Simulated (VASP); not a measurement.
All values below come from TPSS meta-GGA, VASP's PBE PAW potentials (set 64) (plane waves; VASP).

VASP input:

### INCAR
```
SYSTEM=As
PREC=Accurate; ENCUT=520; LREAL=.False.
LASPH=.True.
EDIFF=1E-6; NELM=100; ALGO=Normal
LMAXMIX=4; LMIXTAU=.True.
ISMEAR=1; SIGMA=0.1
METAGGA=TPSS
IBRION=2; NSW=60; ISIF=3
EDIFFG=-0.01
LWAVE=.False.; LCHARG=.False.
```

**POSCAR**
```
As
1.0
  3.7069978790  -1.9024375193  -0.0053367788
  3.7069978790   1.9024375193  -0.0053367788
  2.7351963632   0.0000000000   3.1432195769
As
2
Cart
  2.3066860195   0.0000000000   0.7119581561
  7.8425061017   0.0000000000   2.4205878632
```

**KPOINTS**
```
kpoints
0
gamma
 10 10 10
```

POTCAR, in this order: As (PBE.64 set). Program: vasp_std.

The resulting files:

**OUTCAR**
```
 ion  position               nearest neighbor table
   1  0.227  0.227  0.227-   2 2.55   2 2.55   2 2.55
   2  0.773  0.773  0.773-   1 2.55   1 2.55   1 2.55
  LATTYP: Found a trigonal (rhomboedric) cell.
 ALAT       =     4.1666689658
 COS(alpha) =     0.5830607121
 Subroutine PRICEL returns:
 Original cell was already a primitive cell.
 Subroutine GETGRP returns: Found 12 space group operations
The static configuration has the point symmetry D_3d.
The dynamic configuration has the point symmetry D_3d.
 Subroutine INISYM returns: Found 12 space group operations
 Subroutine IBZKPT returns following result:
 Found    116 irreducible k-points:

 Following reciprocal coordinates:
            Coordinates               Weight
  0.000000  0.000000  0.000000      1.000000
  0.100000 -0.000000  0.000000      6.000000
  0.200000 -0.000000  0.000000      6.000000
  0.300000 -0.000000  0.000000      6.000000
  0.400000  0.000000  0.000000      6.000000
  0.500000 -0.000000  0.000000      3.000000
  0.100000  0.100000  0.000000      6.000000
  0.200000  0.100000  0.000000     12.000000
  0.300000  0.100000 -0.000000     12.000000
  0.400000  0.100000  0.000000     12.000000
  0.500000  0.100000  0.000000     12.000000
 -0.400000  0.100000 -0.000000     12.000000
 -0.300000  0.100000  0.000000     12.000000
 -0.200000  0.100000  0.000000     12.000000
 -0.100000  0.100000  0.000000      6.000000
  0.200000  0.200000  0.000000      6.000000
  0.300000  0.200000 -0.000000     12.000000
  0.400000  0.200000 -0.000000     12.000000
  0.500000  0.200000  0.000000     12.000000
 -0.400000  0.200000 -0.000000     12.000000
 -0.300000  0.200000  0.000000     12.000000
 -0.200000  0.200000  0.000000      6.000000
  0.300000  0.300000  0.000000      6.000000
...
```

### OSZICAR
```
       N       E                     dE             d eps       ncg     rms          rms(c)
DAV:   1     0.144481564492E+02    0.14448E+02   -0.43213E+03  2096   0.950E+02
DAV:   2    -0.243156526703E+02   -0.38764E+02   -0.37576E+02  3183   0.140E+02
DAV:   3    -0.256817464270E+02   -0.13661E+01   -0.13557E+01  2535   0.315E+01
DAV:   4    -0.256897699989E+02   -0.80236E-02   -0.80202E-02  2847   0.246E+00
DAV:   5    -0.256897900207E+02   -0.20022E-04   -0.20020E-04  2416   0.973E-02    0.328E+00
DAV:   6    -0.253945394977E+02    0.29525E+00   -0.53069E+00  2174   0.270E+01    0.190E+00
DAV:   7    -0.254282739700E+02   -0.33734E-01   -0.75872E-02  2432   0.284E+00    0.125E+00
DAV:   8    -0.252833933852E+02    0.14488E+00   -0.15578E-01  2096   0.532E+00    0.322E-01
DAV:   9    -0.254310730800E+02   -0.14768E+00   -0.13510E-01  2088   0.498E+00    0.172E-01
DAV:  10    -0.254362048397E+02   -0.51318E-02   -0.80208E-03  2108   0.998E-01    0.696E-02
DAV:  11    -0.254355674638E+02    0.63738E-03   -0.24606E-03  2112   0.573E-01    0.505E-02
DAV:  12    -0.254367865684E+02   -0.12191E-02   -0.47407E-04  2121   0.277E-01    0.260E-02
DAV:  13    -0.254368808974E+02   -0.94329E-04   -0.14610E-04  2199   0.118E-01    0.860E-03
DAV:  14    -0.254369405760E+02   -0.59679E-04   -0.25107E-05  2111   0.646E-02    0.753E-03
DAV:  15    -0.254369434991E+02   -0.29230E-05   -0.44012E-06  2186   0.220E-02    0.129E-03
DAV:  16    -0.254369465564E+02   -0.30573E-05   -0.25263E-06  2097   0.258E-02    0.531E-04
DAV:  17    -0.254369466977E+02   -0.14132E-06   -0.86945E-08  1053   0.507E-03
   1 F= -.25436947E+02 E0= -.25436863E+02  d E =-.254369E+02
       N       E                     dE             d eps       ncg     rms          rms(c)
DAV:   1    -0.254369909695E+02   -0.44413E-04   -0.99318E-04  2138   0.197E-01    0.164E-02
DAV:   2    -0.254369824971E+02    0.84725E-05   -0.25442E-05  2333   0.361E-02    0.890E-03
DAV:   3    -0.254369809692E+02    0.15278E-05   -0.13915E-05  2694   0.271E-02    0.224E-03
DAV:   4    -0.254369804442E+02    0.52503E-06   -0.23884E-06  1380   0.140E-02
   2 F= -.25436980E+02 E0= -.25436897E+02  d E =-.337465E-04
```

OUTCAR:
```
------------------------ aborting loop because EDIFF is reached ----------------------------------------
  FORCE on cell =-STRESS in cart. coord.  units (eV):
  Direction    XX          YY          ZZ          XY          YZ          ZX
  --------------------------------------------------------------------------------------
  Total        0.0179948     -0.0070698     -0.0046820     -0.0000000      0.0000000      0.0077362
  in kB        0.6497306     -0.2552651     -0.1690509     -0.0000000      0.0000000      0.2793268
  external PRESSURE =       0.0751382 kB  Pullay stress =       0.0000000 kB
  volume of cell :       44.37
      direct lattice vectors                 reciprocal lattice vectors
     3.709114246 -1.901449951 -0.004086849     0.134673807 -0.262957224 -0.117318363
     3.709114246  1.901449951 -0.004086849     0.134673807  0.262957224 -0.117318363
     2.737817199  0.000000000  3.142835070     0.000350252  0.000000000  0.317878938
 POSITION                                       TOTAL-FORCE (eV/Angst)
 -----------------------------------------------------------------------------------
      2.30860      0.00000      0.71255        -0.000153      0.000000     -0.000047
      7.84744      0.00000      2.42211         0.000153      0.000000      0.000047
 -----------------------------------------------------------------------------------
    total drift:                                0.000000      0.000000      0.000000
  FREE ENERGIE OF THE ION-ELECTRON SYSTEM (eV)
  ---------------------------------------------------
  free  energy   TOTEN  =       -25.4369804442 eV

  energy  without entropy=      -25.4367293210  energy(sigma->0) =      -25.43689674

 reached required accuracy - stopping structural energy minimisation
```
(Selected blocks of OUTCAR.)

**CONTCAR**
```
As
   1.00000000000000
     3.7091142463198263   -1.9014499511491627   -0.0040868486697346
     3.7091142463198263    1.9014499511491627   -0.0040868486697346
     2.7378171990734894    0.0000000000000000    3.1428350701708756
  As
     2
Direct
     0.2273130868372451    0.2273130868372451    0.2273130868372451
     0.7726869131627548    0.7726869131627548    0.7726869131627548
```

The compound is As in the a7 structure. This run relaxes it. Symmetry was kept, so distortions that lower it aren't found. The start is the result of an earlier pass.
